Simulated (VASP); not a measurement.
# HfGe (Pm-3m) in VASP: reference runs

How does HfGe come out in PBE? The cell is run as given.

All numbers are computed with VASP 6.6.1; they aren't measurements. Logs are shortened: lines on timing, memory, paths and dates and some standing lists are left out, and cuts for length are marked.

## 1. The structure

Symmetry: Pm-3m, No. 221, cubic system. The conventional cell has a = 3.501 Å, b = 3.501 Å, c = 3.501 Å, α = 90.00°, β = 90.00°, γ = 90.00°. Hf (site symmetry m-3m) is surrounded by 8 Ge at 3.03 Å. Ge (site symmetry m-3m) has 8 Hf at 3.03 Å as nearest neighbours.

The cell was built by a generator and needn't be a form met in nature.

## 2. Single point, PBE

INCAR

```
SYSTEM = HfGe
ALGO = Normal
EDIFF = 1E-7
ENCUT = 520
GGA = PE
ISIF = 2
ISMEAR = -1
LASPH = .True.
LCHARG = .False.
LREAL = .False.
LWAVE = .False.
NBANDS = 19
NELM = 60
PREC = Accurate
SIGMA = 0.05
```

KPOINTS

```
k-points
0
Gamma
  8 8 8
  0 0 0
```

POSCAR

```
HfGe
1.0
    3.5008378700      0.0000000000      0.0000000000
    0.0000000000      3.5008378700      0.0000000000
    0.0000000000      0.0000000000      3.5008378700
Hf Ge
1 1
Direct
    0.0000000000      0.0000000000      0.0000000000
    0.5000000000      0.5000000000      0.5000000000
```

Potentials or basis: VASP PAW PBE potentials, release 64 (Hf_pv, Ge_d).

The run is started by

```console
cat potpaw_PBE.64/Hf_pv/POTCAR potpaw_PBE.64/Ge_d/POTCAR > POTCAR
mpirun -np 1 vasp_std > vasp.out
```

OUTCAR:

```text
SYSTEM = HfGe
   EDIFF = 1E-7
   ENCUT = 520
   GGA = PE
   ISIF = 2
   ISMEAR = -1
   LASPH = .True.
   LREAL = .False.
   NELM = 60
   PREC = Accurate

 ion  position               nearest neighbor table
   1  0.000  0.000  0.000-   2 3.03   2 3.03   2 3.03   2 3.03   2 3.03   2 3.03   2 3.03   2 3.03

   2  0.500  0.500  0.500-   1 3.03   1 3.03   1 3.03   1 3.03   1 3.03   1 3.03   1 3.03   1 3.03

  LATTYP: Found a simple cubic cell.
 ALAT       =     3.5008378700

  Lattice vectors:

 A1 = (   3.5008378700,   0.0000000000,   0.0000000000)
 A2 = (   0.0000000000,   3.5008378700,   0.0000000000)
 A3 = (   0.0000000000,   0.0000000000,   3.5008378700)

Analysis of symmetry for initial positions (statically):
=====================================================================
 Subroutine PRICEL returns:
 Original cell was already a primitive cell.

 Routine SETGRP: Setting up the symmetry group for a
 simple cubic supercell.

 Subroutine GETGRP returns: Found 48 space group operations
 (whereof 48 operations were pure point group operations)
 out of a pool of 48 trial point group operations.

The static configuration has the point symmetry O_h .

Analysis of symmetry for dynamics (positions and initial velocities):
=====================================================================
 Subroutine PRICEL returns:
 Original cell was already a primitive cell.

 Routine SETGRP: Setting up the symmetry group for a
 simple cubic supercell.

 Subroutine GETGRP returns: Found 48 space group operations
 (whereof 48 operations were pure point group operations)
 out of a pool of 48 trial point group operations.

The dynamic configuration has the point symmetry O_h .

 Subroutine INISYM returns: Found 48 space group operations
 (whereof 48 operations are pure point group operations),
 and found     1 'primitive' translations

----------------------------------------------------------------------------------------

                                     Primitive cell

  volume of cell :      42.9058

  direct lattice vectors                    reciprocal lattice vectors
     3.500837870  0.000000000  0.000000000     0.285645905  0.000000000  0.000000000
     0.000000000  3.500837870  0.000000000     0.000000000  0.285645905  0.000000000
     0.000000000  0.000000000  3.500837870     0.000000000  0.000000000  0.285645905

  length of vectors
     3.500837870  3.500837870  3.500837870     0.285645905  0.285645905  0.285645905

  position of ions in fractional coordinates (direct lattice)
     0.000000000  0.000000000  0.000000000
     0.500000000  0.500000000  0.500000000

  ion indices of the primitive-cell ions
   primitive index   ion index
                 1           1
                 2           2

----------------------------------------------------------------------------------------

 KPOINTS: k-points

Automatic generation of k-mesh.
 Grid dimensions read from file:
 generate k-points for:    8    8    8

 Generating k-lattice:

  Cartesian coordinates                     Fractional coordinates (reciprocal lattice)
     0.035705738  0.000000000  0.000000000     0.125000000  0.000000000  0.000000000
     0.000000000  0.035705738  0.000000000     0.000000000  0.125000000  0.000000000
     0.000000000  0.000000000  0.035705738     0.000000000  0.000000000  0.125000000

  Length of vectors
     0.035705738  0.035705738  0.035705738

  Shift w.r.t. Gamma in fractional coordinates (k-lattice)
     0.000000000  0.000000000  0.000000000

 Subroutine IBZKPT returns following result:
 ===========================================

 Found     35 irreducible k-points:

 Following reciprocal coordinates:
            Coordinates               Weight
  0.000000  0.000000  0.000000      1.000000
  0.125000  0.000000  0.000000      6.000000
  0.250000  0.000000  0.000000      6.000000
  0.375000  0.000000  0.000000      6.000000
  0.500000  0.000000  0.000000      3.000000
  0.125000  0.125000  0.000000     12.000000
[... 16 lines left out ...]
  0.375000  0.375000  0.125000     24.000000
  0.500000  0.375000  0.125000     24.000000
 [... further k-points ...]
   k-points           NKPTS =     35   k-points in BZ     NKDIM =     35   number of bands    NBANDS=     19
   number of dos      NEDOS =    301   number of ions     NIONS =      2
   total plane-waves  NPLWV =  21952
   dimension x,y,z NGX =    28 NGY =   28 NGZ =   28
   dimension x,y,z NGXF=    56 NGYF=   56 NGZF=   56
   ions per type =               1   1
   NGX,Y,Z   is equivalent  to a cutoff of  13.30, 13.30, 13.30 a.u.
   NGXF,Y,Z  is equivalent  to a cutoff of  26.59, 26.59, 26.59 a.u.
 SYSTEM =  HfGe
   PREC   = accura    normal or accurate (medium, high low for compatibility)
   ISTART =      0    job   : 0-new  1-cont  2-samecut
   ICHARG =      2    charge: 1-file 2-atom 10-const
   ISPIN  =      1    spin polarized calculation?
   LNONCOLLINEAR =      F non collinear calculations
   LSORBIT =      F    spin-orbit coupling
   LASPH  =      T    aspherical Exc in radial PAW
   ENCUT  =  520.0 eV  38.22 Ry    6.18 a.u.   6.51  6.51  6.51*2*pi/ulx,y,z
   NELM   =     60;   NELMIN=  2; NELMDL= -5     # of ELM steps
   EDIFF  = 0.1E-06   stopping-criterion for ELM
   LREAL  =      F    real-space projection
   EDIFFG = 0.1E-05   stopping-criterion for IOM
   NSW    =      0    number of steps for IOM
   IBRION =     -1    ionic relax: 0-MD 1-quasi-New 2-CG
   NFREE  =      0    steps in history (QN), initial steepest desc. (CG)
   ISIF   =      2    stress and relaxation
   ISYM   =      2    0-nonsym 1-usesym 2-fastsym
   POTIM  = 0.5000    time-step for ionic-motion
   TEBEG  =    0.0;   TEEND  =   0.0 temperature during run
   PSTRESS=    0.0 pullay stress
   NELECT =      24.0000    total number of electrons
   NUPDOWN=      -1.0000    fix difference up-down
   EMIN   =  10.00;   EMAX   =-10.00  energy-range for DOS
   EFERMI =   0.00;   METHOD = LEGACY
   ISMEAR =    -1;   SIGMA  =   0.05  broadening in eV -4-tet -1-fermi 0-gaus
   EFERMI_NEDOS =   21; number of points for ismear=-14 and -15
   IALGO  =     38    algorithm
   IMIX   =      4    mixing-type and parameters
     AMIX     =   0.40;   BMIX     =  1.00
     AMIX_MAG =   1.60;   BMIX_MAG =  1.00
  volume/ion in A,a.u.               =      21.45       144.77
  Fermi-wavevector in a.u.,A,eV,Ry     =   1.348880  2.549013 24.755483  1.819477
  Thomas-Fermi vector in A             =   2.476512
   LORBIT       =      0    0 simple, 1 ext, 2 COOP (PROOUT), +10 PAW based schemes
   GGA     = PE    functional components
   LHFCALC =     F    Hartree Fock is set to
   AEXX    =    0.0000 exact exchange contribution
   IVDW    =     0    specifies the selected vdW correction
   LEPSILON=     F    determine dielectric tensor
   LRPA    =     F    only Hartree local field effects (RPA)
 non-spin polarized calculation
  energy-cutoff  :      520.00
  volume of cell :       42.91
 maximum number of plane-waves:      1189
 NGX is ok and might be reduce to    28
   NGX = 13   NGY = 13   NGZ = 13

 number of electron      23.9999985 magnetization

 Free energy of the ion-electron system (eV)
  ---------------------------------------------------
  ext. energy  EPLUGINS =         0.00000000
  ---------------------------------------------------
  free energy    TOTEN  =       -14.76935657 eV

  energy without entropy =      -14.74172210  energy(sigma->0) =      -14.75553933

 E-fermi :   5.3949     XC(G=0): -11.1067

 val. band max:        5.3921005044   @ k =   0.5000   0.2500   0.1250
 cond. band min:       5.4026373016   @ k =   0.2500   0.1250   0.0000
 fundamental gap:      0.0105367973
 Fermi energy:         5.3948579548

 k-point     1 :       0.0000    0.0000    0.0000
  band No.  band energies     occupation
      1     -25.7480      2.00000
      2     -25.7480      2.00000
      3     -25.7480      2.00000
      4     -18.6895      2.00000
      5     -18.6895      2.00000
      6     -18.6821      2.00000
[... 11 lines left out ...]
     18       9.0244      0.00000
     19      15.9602      0.00000

 k-point     2 :       0.1250    0.0000    0.0000
  band No.  band energies     occupation
      1     -25.7719      2.00000
      2     -25.7461      2.00000
      3     -25.7461      2.00000
      4     -18.6892      2.00000
      5     -18.6861      2.00000
      6     -18.6825      2.00000
[... 11 lines left out ...]
     18      10.2877      0.00000
     19      15.0045      0.00000

 k-point     3 :       0.2500    0.0000    0.0000
  band No.  band energies     occupation
      1     -25.8291      2.00000
      2     -25.7416      2.00000
      3     -25.7416      2.00000
      4     -18.6887      2.00000
      5     -18.6835      2.00000
      6     -18.6835      2.00000
[... 11 lines left out ...]
     18      11.6812      0.00000
     19      13.4711      0.00000

 k-point     4 :       0.3750    0.0000    0.0000
  band No.  band energies     occupation
      1     -25.8856      2.00000
      2     -25.7370      2.00000
      3     -25.7370      2.00000
      4     -18.6882      2.00000
      5     -18.6845      2.00000
      6     -18.6845      2.00000
[... 11 lines left out ...]
     18      12.2008      0.00000
     19      12.3020      0.00000

 k-point     5 :       0.5000    0.0000    0.0000
  band No.  band energies     occupation
      1     -25.9088      2.00000
      2     -25.7351      2.00000
      3     -25.7351      2.00000
      4     -18.6880      2.00000
      5     -18.6849      2.00000
      6     -18.6849      2.00000
[... 11 lines left out ...]
     18      12.7569      0.00000
     19      12.7569      0.00000
[... 334 lines left out ...]
      2     -25.8119      2.00000
      3     -25.7523      2.00000
      4     -18.6905      2.00000
      5     -18.6866      2.00000
      6     -18.6851      2.00000
[... 11 lines left out ...]
     18      12.1399      0.00000
     19      14.7369      0.00000

 k-point    22 :       0.5000    0.2500    0.1250
  band No.  band energies     occupation
      1     -25.8952      2.00000
      2     -25.8094      2.00000
      3     -25.7502      2.00000
      4     -18.6918      2.00000
      5     -18.6868      2.00000
      6     -18.6855      2.00000
[... 11 lines left out ...]
     18      11.9417      0.00000
     19      13.9133      0.00000

 k-point    23 :       0.3750    0.3750    0.1250
  band No.  band energies     occupation
      1     -25.8667      2.00000
      2     -25.8645      2.00000
      3     -25.7470      2.00000
      4     -18.6936      2.00000
      5     -18.6879      2.00000
      6     -18.6869      2.00000
[... 11 lines left out ...]
     18      11.6853      0.00000
     19      14.7472      0.00000

 k-point    24 :       0.5000    0.3750    0.1250
  band No.  band energies     occupation
      1     -25.8877      2.00000
      2     -25.8627      2.00000
      3     -25.7449      2.00000
      4     -18.6949      2.00000
      5     -18.6882      2.00000
      6     -18.6879      2.00000
[... 11 lines left out ...]
     18      11.1910      0.00000
     19      14.5307      0.00000

 [... further k-points ...]

------------------------ aborting loop because EDIFF is reached ----------------------------------------

  FORCE on cell =-STRESS in cart. coord.  units (eV):
  Direction    XX          YY          ZZ          XY          YZ          ZX
  --------------------------------------------------------------------------------------
  -------------------------------------------------------------------------------------
  Total       -3.1110664     -3.1110664     -3.1110664     -0.0000000     -0.0000000      0.0000000
  in kB     -116.1726435   -116.1726435   -116.1726435     -0.0000000     -0.0000000      0.0000000
  external PRESSURE =    -116.1726435 kB  Pullay stress =       0.0000000 kB

 VOLUME and BASIS-vectors are now :
 -----------------------------------------------------------------------------
  energy-cutoff  :      520.00
  volume of cell :       42.91
      direct lattice vectors                 reciprocal lattice vectors
     3.500837870  0.000000000  0.000000000     0.285645905  0.000000000  0.000000000
     0.000000000  3.500837870  0.000000000     0.000000000  0.285645905  0.000000000
     0.000000000  0.000000000  3.500837870     0.000000000  0.000000000  0.285645905

 POSITION                                       TOTAL-FORCE (eV/Angst)
 -----------------------------------------------------------------------------------
      0.00000      0.00000      0.00000         0.000000      0.000000      0.000000
      1.75042      1.75042      1.75042         0.000000      0.000000      0.000000
 -----------------------------------------------------------------------------------
    total drift:                                0.000000      0.000000      0.000000

  FREE ENERGIE OF THE ION-ELECTRON SYSTEM (eV)
  ---------------------------------------------------
  free  energy   TOTEN  =       -14.7693565682 eV

  energy  without entropy=      -14.7417220998  energy(sigma->0) =      -14.75553933
```

Run time: 33 s. Hardware: 1 thread of AMD EPYC 7R43 (Zen 3), shared host; peak memory 0.14 GiB.

What came out:

```
Free energy            : -14.7694 eV
Pressure               : -11.6 GPa
Band gap on the k mesh : none (metal or under the smearing width)
```
